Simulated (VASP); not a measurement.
Input of a VASP 6.6.1 run:

Contents of INCAR:

```
PREC = Accurate ; ENCUT = 600
EDIFF = 1E-7 ; ISMEAR = 0
SIGMA = 0.03 ; LREAL = False
LASPH = True ; NELM = 80
ALGO = Normal ; ISIF = 3
LWAVE = False ; LCHARG = False
IBRION = 2 ; NSW = 90
EDIFFG = -0.005 ; KPAR = 4
```

The input KPOINTS:

```
regular mesh
0
Gamma
  6 6 6
```

File POSCAR:

```
BaSrTi2O6                               
1.0
   -3.9071816363      3.9071816363      3.9011296173
    3.9071816363     -3.9071816363      3.9011296173
    3.9071816363      3.9071816363     -3.9011296173
  Sr              Ba              Ti              O             
     2     2     4    12
Direct
     0.5000000000000000    0.5000000000000000    0.5000000000000000
     0.0000000000000000    0.0000000000000000    0.5000000000000000
     0.0000000000000000    0.5000000000000000    0.0000000000000000
     0.5000000000000000    0.0000000000000000    0.0000000000000000
     0.0000000000000000    0.0000000000000000    0.0000000000000000
     0.5000000000000000    0.5000000000000000    0.0000000000000000
     0.5000000000000000    0.0000000000000000    0.5000000000000000
     0.0000000000000000    0.5000000000000000    0.5000000000000000
     0.0042089165022769    0.2500000000000000    0.2542089165022768
     0.5042089165022769    0.7500000000000000    0.2542089165022768
     0.4957910834977232    0.2500000000000000    0.7457910834977231
     0.9957910834977231    0.7500000000000000    0.7457910834977231
     0.2500000000000000    0.0042089165022769    0.2542089165022768
     0.7500000000000000    0.5042089165022769    0.2542089165022768
     0.7500000000000000    0.9957910834977231    0.7457910834977231
     0.2500000000000000    0.4957910834977232    0.7457910834977231
     0.2500000000000000    0.2500000000000000    0.0000000000000000
     0.7500000000000000    0.7500000000000000    0.0000000000000000
     0.7500000000000000    0.2500000000000000    0.5000000000000000
     0.2500000000000000    0.7500000000000000    0.5000000000000000
```

Potentials or basis: VASP PAW LDA potentials, release 64 (Sr_sv, Ba_sv, Ti_sv, O).

Command:

```bash
$ cat potpaw_LDA.64/Sr_sv/POTCAR potpaw_LDA.64/Ba_sv/POTCAR potpaw_LDA.64/Ti_sv/POTCAR potpaw_LDA.64/O/POTCAR > POTCAR
$ mpirun -np 4 vasp_std > vasp.out
```

Q: Predict the relaxed volume.

A: 11.92 Å³/atom.

Q: Predict the space group after relaxing (to 0.05 Å).

A: P4/mmm (No. 123).

Final structure:
```
Sr Ba Ti O
1.0
    -3.90815    3.90815    3.90181
     3.90815   -3.90815    3.90181
     3.90815    3.90815   -3.90181
Sr Ba Ti O
2 2 4 12
Direct
  0.50000 0.50000 0.50000
  0.00000 0.00000 0.50000
  0.00000 0.50000 0.00000
  0.50000 0.00000 0.00000
  0.00000 0.00000 0.00000
  0.50000 0.50000 0.00000
  0.50000 0.00000 0.50000
  0.00000 0.50000 0.50000
  0.00424 0.25000 0.25424
  0.50424 0.75000 0.25424
  0.49576 0.25000 0.74576
  0.99576 0.75000 0.74576
  0.25000 0.00424 0.25424
  0.75000 0.50424 0.25424
  0.75000 0.99576 0.74576
  0.25000 0.49576 0.74576
  0.25000 0.25000 0.00000
  0.75000 0.75000 0.00000
  0.75000 0.25000 0.50000
  0.25000 0.75000 0.50000
```
